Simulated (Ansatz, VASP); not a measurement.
Two plane-wave programs on CoNiSb

INCAR

```
SYSTEM = CoNiSb
PREC     = Accurate       ! precision mode
ENCUT    = 520            ! plane-wave cutoff, eV
EDIFF    = 1E-7           ! SCF threshold, eV
ISMEAR   = -1             ! smearing method
SIGMA    = 0.05           ! smearing width, eV
LREAL    = .FALSE.        ! projectors in reciprocal space
LASPH    = .TRUE.         ! aspherical terms in the spheres
NELM     = 150            ! most SCF steps
ALGO     = Normal         ! electronic algorithm
ISIF     = 2              ! what is computed and relaxed
LWAVE    = .FALSE.        ! write WAVECAR
LCHARG   = .FALSE.        ! write CHGCAR
ISPIN    = 2              ! spin polarisation
MAGMOM   = 0 0 1 1 2 2    ! initial moments
LORBIT   = 11             ! projections on sites
LMAXMIX  = 4              ! l up to which the mixer works
GGA      = PE             ! functional
NBANDS   = 37             ! bands
```

Contents of KPOINTS:

```
regular mesh
0
G
  7 7 5
  0 0 0
```

POSCAR

```
CoNiSb
1.0
    4.2713721126      0.0000000000      0.0000000000
   -2.1356860562      3.6991167584      0.0000000000
    0.0000000000      0.0000000000      5.4158697536
Sb Ni Co
2 2 2
Direct
    0.3333333333      0.6666666667      0.2500000000
    0.6666666667      0.3333333333      0.7500000000
    0.3333333333      0.6666666667      0.7500000000
    0.6666666667      0.3333333333      0.2500000000
    0.0000000000      0.0000000000      0.0000000000
    0.0000000000      0.0000000000      0.5000000000
```

input.yaml

```yaml
crystal:
  lattice:
    - [4.2713721126, 0.0, 0.0]
    - [-2.1356860562, 3.6991167584, 0.0]
    - [0.0, 0.0, 5.4158697536]
  atoms:
    - { symbol: Sb, position: [0.3333333333, 0.6666666667, 0.25] }
    - { symbol: Sb, position: [0.6666666667, 0.3333333333, 0.75] }
    - { symbol: Ni, position: [0.3333333333, 0.6666666667, 0.75], spin: 1.0 }
    - { symbol: Ni, position: [0.6666666667, 0.3333333333, 0.25], spin: 1.0 }
    - { symbol: Co, position: [0.0, 0.0, 0.0], spin: 2.0 }
    - { symbol: Co, position: [0.0, 0.0, 0.5], spin: 2.0 }
hamiltonian:
  xc: pbe
  pseudopotentials: { kind: paw }
magnetization:
  spin_polarized: true
kpoints:
  mp_grid: { grid: [7, 7, 5] }
scf:
  occupations: { method: fermi_dirac, width: 0.05 }
output:
  forces: true
  stress: true
  eigenvalues: true
```

Change from the starting cell: volume scaled by 1.02.

Alike in both runs: task single point; functional PBE; k mesh 7 × 7 × 5; occupations fermi-dirac, width 0.05 eV; collinear spin, ferromagnetic start.

```csv
,VASP,Ansatz
version,VASP 6.6.1,Ansatz 0.2.0
potentials or method,"VASP PAW PBE potentials, release 64 (Sb, Ni, Co)",Ansatz PAW
plane-wave cutoff (eV),520,420
valence electrons in the cell,48,100
```

```tsv
	VASP	Ansatz	Ansatz less VASP
gap on the k mesh at the Fermi level (eV)	none	none	-
pressure (GPa)	-2.2	-1.9	+0.25
largest component of the traceless stress (GPa)	0.76	0.90	+0.138
net moment per atom (μB)	0.32	0.33	+0.006
size of the moment on the site where the two differ most (μB)	0.95	0.98	+0.027
```

Site moments also hang on the region over which each program counts them. A gap of «none» marks a metal or a gap that the smearing closes. The two sets of potentials don't hold the same shells in valence.

Spin-orbit coupling is left out, which matters for the levels of Sb.
